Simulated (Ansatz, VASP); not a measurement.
# Ni2C: VASP beside Ansatz, part 2 of 2

Wanted: the spread between two codes on one cell, functional and k mesh. The cell is invented: As first built, before any earlier steps moved the atoms (in the runner's words): it takes the Cr2C structure with some of its atoms replaced by other elements, volume scaled by an estimate. It may not be a known or stable phase. The cell is taken from a series of VASP runs on this material, whose earlier steps may have relaxed, scaled or displaced it; both programs get it as it stands.

VASP 6.6.1 and Ansatz 0.2.0.

So far: The starting structure; Ansatz: relaxation of cell and atoms, PBE.

## Step 3: VASP: relaxation of cell and atoms, PBE

Level of this step: PBE, spin-polarised from a ferromagnetic start; plane waves and PAW (Ni, C); invented cell (VASP).

The same cell, functional, mesh and smearing now go to VASP, with its own data sets and cutoff.

Lines of VASP's logs that name or quote its potential files are left out, and so is its time.

INCAR reads:

```
SYSTEM = Ni2C
PREC = Accurate
ENCUT = 520
EDIFF = 1E-06
NELM = 100
ISMEAR = -1
SIGMA = 0.05
LREAL = .FALSE.
ALGO = Normal
GGA = PE
ISPIN = 2
MAGMOM = 1 1 0
LMAXMIX = 4
LORBIT = 11
LWAVE = .FALSE.
LCHARG = .FALSE.
KPAR = 4
IBRION = 2
NSW = 60
ISIF = 3
EDIFFG = -0.01
```

POSCAR reads:

```
Ni2C
1.0
    2.8834800917     -0.0000000659      0.0000000000
   -1.4417406563      2.4971678440      0.0000000000
    0.0000000000      0.0000000000      4.0150830843
Ni C
2 1
Direct
    0.6666666700      0.3333333300      0.2584423073
    0.3333333300      0.6666666700      0.7415576927
    0.0000000000      0.0000000000      0.5000000000
```

KPOINTS reads:

```
Automatic mesh
0
Gamma
9 9 6
0 0 0
```

Potentials, in the order of the species: Ni and C (PBE family, release 64).

Command:

```bash
$ mpirun -np 4 vasp_std
```

Numbers of over 12 decimals in the logs are rounded to 6 here.

Log:

```text
[banner, memory and clock lines left out]
running    4 mpi-ranks, on    1 nodes
 distrk:  each k-point on    1 cores,    4 groups
 distr:  one band on    1 cores,    1 groups

 POSCAR found type information on POSCAR NiC
 POSCAR found :  2 types and       3 ions
 LDA part: xc-table for (Slater+PW92), standard interpolation
 POSCAR, INCAR and KPOINTS ok, starting setup
 FFT: planning ... GRIDC
 FFT: planning ... GRID_SOFT
 FFT: planning ... GRID
 WAVECAR not read
 entering main loop
       N       E                     dE             d eps       ncg     rms          rms(c)
DAV:   1     0.125618104962E+03    0.12562E+03   -0.11997E+04  4248   0.194E+03
DAV:   2    -0.149627644169E+02   -0.14058E+03   -0.13529E+03  4331   0.311E+02
DAV:   3    -0.236261657505E+02   -0.86634E+01   -0.84323E+01  4690   0.911E+01
DAV:   4    -0.238605854040E+02   -0.23442E+00   -0.23375E+00  5055   0.146E+01
DAV:   5    -0.238665456840E+02   -0.59603E-02   -0.59588E-02  5072   0.215E+00    0.235E+01
DAV:   6    -0.242058712438E+02   -0.33933E+00   -0.44038E+01  5306   0.144E+02    0.209E+01
DAV:   7    -0.191683722670E+02    0.50375E+01   -0.16978E+01  5007   0.884E+01    0.439E+00
DAV:   8    -0.192097165386E+02   -0.41344E-01   -0.10415E+00  4429   0.805E+00    0.200E+00
DAV:   9    -0.191952684996E+02    0.14448E-01   -0.26420E-02  6233   0.265E+00    0.503E-01
DAV:  10    -0.191951829594E+02    0.85540E-04   -0.44459E-03  4461   0.628E-01    0.198E-01
DAV:  11    -0.191951256600E+02    0.57299E-04   -0.13888E-04  5287   0.138E-01    0.664E-02
DAV:  12    -0.191951306412E+02   -0.49813E-05   -0.42276E-05  6308   0.816E-02    0.283E-02
DAV:  13    -0.191951318183E+02   -0.11770E-05   -0.93515E-06  4794   0.497E-02    0.106E-02
DAV:  14    -0.191951318043E+02    0.13958E-07   -0.59759E-07  2334   0.171E-02
   1 F= -.19195132E+02 E0= -.19190636E+02  d E =-.191951E+02  mag=    -0.0000
[... from here on, the cycles between the ionic steps are left out ...]
   2 F= -.19195390E+02 E0= -.19190787E+02  d E =-.258462E-03  mag=    -0.0000
   3 F= -.19195424E+02 E0= -.19190847E+02  d E =-.292496E-03  mag=     0.0000
   4 F= -.19195696E+02 E0= -.19191031E+02  d E =-.272098E-03  mag=    -0.0000
   6 F= -.19195820E+02 E0= -.19191041E+02  d E =-.277716E-04  mag=    -0.0000
   7 F= -.19195820E+02 E0= -.19191042E+02  d E =-.281864E-04  mag=     0.0000
   8 F= -.19195787E+02 E0= -.19191013E+02  d E =0.328860E-04  mag=     0.0000
   9 F= -.19195807E+02 E0= -.19191031E+02  d E =0.126946E-04  mag=     0.0000
  10 F= -.19195815E+02 E0= -.19191038E+02  d E =0.476287E-05  mag=     0.0000
  11 F= -.19195817E+02 E0= -.19191040E+02  d E =0.272091E-05  mag=    -0.0000
  12 F= -.19195819E+02 E0= -.19191041E+02  d E =0.124017E-05  mag=    -0.0000
  13 F= -.19195819E+02 E0= -.19191041E+02  d E =0.757281E-06  mag=    -0.0000
  14 F= -.19195820E+02 E0= -.19191042E+02  d E =0.952755E-07  mag=    -0.0000
  15 F= -.19195820E+02 E0= -.19191042E+02  d E =0.533592E-06  mag=     0.0000
  16 F= -.19195820E+02 E0= -.19191041E+02  d E =0.553272E-06  mag=    -0.0000
  17 F= -.19195819E+02 E0= -.19191041E+02  d E =0.653290E-06  mag=     0.0000
  18 F= -.19195819E+02 E0= -.19191041E+02  d E =0.641659E-06  mag=     0.0000
 curvature:  -0.00 expect dE=-0.108E-06 dE for cont linesearch -0.142E-08
 trial: gam= 0.94772 g(F)=  0.202E-04 g(S)=  0.317E-04 ort =-0.697E-05 (trialstep = 0.514E+00)
 search vector abs. value=  0.103E-03
 bond charge predicted
       N       E                     dE             d eps       ncg     rms          rms(c)
DAV:   1    -0.191958424153E+02   -0.22996E-04   -0.52262E-03  4365   0.538E-01    0.312E-02
DAV:   2    -0.191958358645E+02    0.65508E-05   -0.94792E-05  5434   0.124E-01    0.157E-02
DAV:   3    -0.191958340540E+02    0.18104E-05   -0.99477E-06  5984   0.633E-02    0.119E-02
DAV:   4    -0.191958322952E+02    0.17589E-05   -0.39171E-06  4184   0.421E-02    0.409E-03
DAV:   5    -0.191958319900E+02    0.30522E-06   -0.58429E-07  2164   0.950E-03
  19 F= -.19195832E+02 E0= -.19191042E+02  d E =-.125748E-04  mag=     0.0000
 trial-energy change:   -0.000013  1 .order   -0.000014   -0.000023   -0.000005
 step:   0.6540(harm=  0.6540)  dis= 0.00092  next Energy=   -19.195834 (dE=-0.148E-04)
 reached required accuracy - stopping structural energy minimisation
```

Parts of OUTCAR (step 3):

```text
ion  position               nearest neighbor table
   1  0.667  0.333  0.258-   3 1.93   3 1.93   3 1.93   2 2.56   2 2.56   2 2.56   2 2.66   2 2.66
                             2 2.66
   2  0.333  0.667  0.742-   3 1.93   3 1.93   3 1.93   1 2.56   1 2.56   1 2.56   1 2.66   1 2.66
                             1 2.66
   3  0.000  0.000  0.500-   1 1.93   2 1.93   2 1.93   1 1.93   1 1.93   2 1.93

  LATTYP: Found a hexagonal cell.
 ALAT       =     2.8834800917
 C/A-ratio  =     1.3924434907

 Subroutine GETGRP returns: Found 12 space group operations
 (whereof 12 operations were pure point group operations)

The static configuration has the point symmetry D_3d.

 Found     62 irreducible k-points:

   k-points           NKPTS =     62   k-points in BZ     NKDIM =     62   number of bands    NBANDS=     17

   dimension x,y,z NGX =    24 NGY =   24 NGZ =   30
   dimension x,y,z NGXF=    48 NGYF=   48 NGZF=   60

   ENCUT  =  520.0 eV  38.22 Ry    6.18 a.u.   5.36  5.36  7.47*2*pi/ulx,y,z

   NELECT =      24.0000    total number of electrons

 k-points in reciprocal lattice and weights: Automatic mesh
   0.00000000  0.00000000  0.00000000       0.002
   0.11111111 -0.00000000  0.00000000       0.012
   0.22222222 -0.00000000  0.00000000       0.012
   0.33333333  0.00000000  0.00000000       0.012
   0.44444444 -0.00000000  0.00000000       0.012
   0.11111111  0.11111111  0.00000000       0.012
   0.22222222  0.11111111  0.00000000       0.025
   0.33333333  0.11111111  0.00000000       0.025
   0.44444444  0.11111111  0.00000000       0.012
[...]
0.33333333  0.22222222  0.50000000       0.025
   0.33333333  0.33333333  0.50000000       0.004

 average (electrostatic) potential at core
       1 -82.8658       2 -82.8658       3 -46.8858

 E-fermi :   9.3001

 spin component 1
 k-point     1 :       0.0000    0.0000    0.0000
  band No.  band energies     occupation
    ...
      8       6.6054      1.00000
      9       6.6054      1.00000
     10       7.2836      1.00000
     11       7.5851      1.00000
     12       7.5851      1.00000
     13       9.8582      0.00001
     14      12.9998      0.00000
     15      12.9998      0.00000
     16      19.2183      0.00000
     17      21.4870      0.00000

 k-point     2 :       0.1111   -0.0000    0.0000
  band No.  band energies     occupation
    ...
      8       6.5713      1.00000
      9       6.6717      1.00000
     10       7.1467      1.00000
     11       7.6727      1.00000
     12       8.3098      1.00000
     13       9.9345      0.00000
     14      12.3993      0.00000
     15      12.7243      0.00000
     16      19.8507      0.00000
     17      21.1044      0.00000

 k-point     3 :       0.2222   -0.0000    0.0000
  band No.  band energies     occupation
    ...
      7       6.5097      1.00000
      8       6.5145      1.00000
      9       6.8985      1.00000
     10       7.3504      1.00000
     11       7.8370      1.00000
     12       9.5158      0.01320
     13      10.1098      0.00000
     14      11.1471      0.00000
     15      12.0173      0.00000
     16      19.5682      0.00000
    ...

 k-point     4 :       0.3333    0.0000    0.0000
  band No.  band energies     occupation
    ...
      7       6.5381      1.00000
      8       6.7911      1.00000
      9       7.1855      1.00000
     10       7.5896      1.00000
     11       7.9690      1.00000
     12       9.4664      0.03469
     13      10.0097      0.00000
     14      11.1509      0.00000
     15      11.6277      0.00000
     16      17.7695      0.00000
    ...

 k-point     5 :       0.4444   -0.0000    0.0000
  band No.  band energies     occupation
    ...
      8       7.1231      1.00000
      9       7.3935      1.00000
     10       7.8963      1.00000
     11       8.0381      1.00000
     12       8.4867      1.00000
     13       9.9404      0.00000
     14      10.4906      0.00000
     15      13.4591      0.00000
     16      15.8237      0.00000
     17      18.7936      0.00000

 k-point     6 :       0.1111    0.1111    0.0000
  band No.  band energies     occupation
    ...
      8       6.5137      1.00000
      9       6.8434      1.00000
     10       7.2844      1.00000
     11       7.7859      1.00000
     12       9.2302      0.80181
     13      10.0378      0.00000
     14      11.5997      0.00000
     15      12.0627      0.00000
     16      20.4548      0.00000
     17      20.8377      0.00000

  Total        0.0151580      0.0151581     -0.0007739     -0.0000000     -0.0000000      0.0000000
  in kB        0.8375640      0.8375646     -0.0427617     -0.0000002     -0.0000000      0.0000000
  external PRESSURE =       0.5441223 kB  Pullay stress =       0.0000000 kB

  energy-cutoff  :      520.00
  volume of cell :       29.00
      direct lattice vectors                 reciprocal lattice vectors
     2.895598712 -0.000000069  0.000000000     0.345351726  0.199388930 -0.000000000
    -1.447799972  2.507662889 -0.000000000     0.000000010  0.398777690  0.000000000
     0.000000000 -0.000000000  3.993264758    -0.000000000  0.000000000  0.250421663

 POSITION                                       TOTAL-FORCE (eV/Angst)
 -----------------------------------------------------------------------------------
      1.44780      0.83589      1.03479        -0.000000     -0.000000     -0.001706
     -0.00000      1.67178      2.95848         0.000000      0.000000      0.001706
      0.00000     -0.00000      1.99663         0.000000     -0.000000      0.000000
 -----------------------------------------------------------------------------------
    total drift:                                0.000000      0.000000      0.000000

  FREE ENERGIE OF THE ION-ELECTRON SYSTEM (eV)
  ---------------------------------------------------
  free  energy   TOTEN  =       -19.1958319900 eV

  energy  without entropy=      -19.1862515755  energy(sigma->0) =      -19.19104178

 reached required accuracy - stopping structural energy minimisation

 total charge
# of ion       s       p       d       tot
------------------------------------------
    1        0.465   0.609   8.435   9.510
    2        0.465   0.609   8.435   9.510
    3        0.894   1.459   0.000   2.353
--------------------------------------------------
tot          1.824   2.677  16.871  21.372

 magnetization (x)
# of ion       s       p       d       tot
------------------------------------------
    1       -0.000  -0.000   0.000   0.000
    2       -0.000  -0.000   0.000   0.000
    3       -0.000   0.000   0.000   0.000
--------------------------------------------------
tot         -0.000   0.000   0.000   0.000

[... 1 further part left out ...]
```

CONTCAR:

```
Ni2C
   1.00000000000000
     2.8955987124092264   -0.0000000694144688    0.0000000000000000
    -1.4477999720239607    2.5076628892370643   -0.0000000000000000
     0.0000000000000000   -0.0000000000000000    3.9932647575459286
  Ni              C
     2     1
Direct
     0.6666666699999979    0.3333333300000021    0.2591327825839798
     0.3333333300000021    0.6666666699999979    0.7408672174160204
     0.0000000000000000    0.0000000000000000    0.5000000000000000
```

The run keeps the 12 symmetry operations of its start, so it cannot find a distortion of lower symmetry.

## Step 4: Side by side

Known differences besides the potentials themselves: both relaxations stop at a tolerance, which leaves soft axes loose, and VASP keeps its plane-wave basis; the data sets hold 40 valence electrons in Ansatz (default PAW (the set named soft_2) files) and 24 in VASP; the cutoff is 420 eV in Ansatz and 520 eV in VASP; VASP leaves aspherical gradient terms in its spheres out (LASPH is not set), Ansatz keeps them; Ansatz adds a Pulay correction to the stress that steers its cell, VASP none. Total energies have different zeros and are not compared.

The two programs side by side:

| quantity | Ansatz | VASP | difference |
| --- | --- | --- | --- |
| volume (Å³) | 28.92 | 29.00 | -0.27 % |
| edge a after relaxation, in the typed setting (Å) | 2.887 | 2.896 | -0.31 % |
| edge c after relaxation, in the typed setting (Å) | 4.007 | 3.993 | +0.35 % |

The walks stopped with 0.02 GPa left in Ansatz and 0.05 GPa in VASP; each walk ends within a tolerance, so the volume difference is uncertain by about these residues over the bulk modulus, most in soft cells.

## Step 5: What came out

```
difference in edge c after relaxation, in the typed setting (relaxation of cell and atoms, PBE) : 0.35 %
```

In words: The difference in edge c after relaxation, in the typed setting is 0.35 % (relaxation of cell and atoms, PBE), within the 1.2 % picked in this series as the mark of a large difference, as far as the stopping tolerances let one tell. Such differences can come from data sets, numerical settings and the points named under the comparisons, not from the functional's error against experiment.

[Lines on the potential files, build, host, timing and source positions are cut from VASP's logs without a mark.]

[Logs are printed without paths, hosts, clocks, repeated set-up lines and the standing remarks that a program may print on its own settings, such as how far it seeks lower states.]

[Hosts, paths, dates, database ids (printed as entryN), source tags and the programs' standing remarks are cut or masked in the printed files.]
